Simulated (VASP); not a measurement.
```
AuCu3
1.0
    3.80711     0.00000     0.00000
    0.00000     3.80711     0.00000
    0.00000     0.00000     3.80711
Cu Au
3 1
Cartesian
  0.00000   1.90355   1.90355
  1.90355   0.00000   1.90355
  1.90355   1.90355   0.00000
  0.00000   0.00000   0.00000
```

Calculation: PBE GGA, VASP's PBE PAW potentials (set 64) (plane waves; VASP). Numerical set-up: 300 eV cut-off, 9×9×9 Γ-centred mesh, Gaussian smearing of 0.27 eV, potentials Cu Au.

Problem. Give the energies of bands 11 to 24 at the high-symmetry points, in eV from the Fermi level.

Solution. 
| band | Γ | X | M | R |
|---|---|---|---|---|
| 11 | -2.17 | -3.14 | -3.14 | -2.75 |
| 12 | -2.17 | -2.47 | -2.97 | -2.75 |
| 13 | -1.61 | -2.37 | -2.97 | -1.60 |
| 14 | -1.60 | -2.37 | -2.33 | -1.60 |
| 15 | -1.60 | -2.21 | -2.33 | -1.60 |
| 16 | -1.48 | -2.21 | -2.32 | -1.59 |
| 17 | -1.48 | -2.19 | -2.21 | -1.59 |
| 18 | -1.48 | -2.12 | -2.21 | -1.57 |
| 19 | -1.37 | -1.93 | -2.12 | -1.57 |
| 20 | -1.37 | -1.85 | -2.05 | -1.57 |
| 21 | -1.37 | -1.48 | -0.51 | -0.90 |
| 22 | 1.34 | -1.37 | -0.51 | -0.88 |
| 23 | 1.34 | 5.66 | -0.45 | -0.88 |
| 24 | 1.34 | 5.66 | 0.28 | -0.88 |

It has no gap at this level: it comes out as a metal or semimetal.

The structure comes from a computed database's Cu3Au entry; how it stands against other phases isn't given here. The cell was not relaxed at this level.
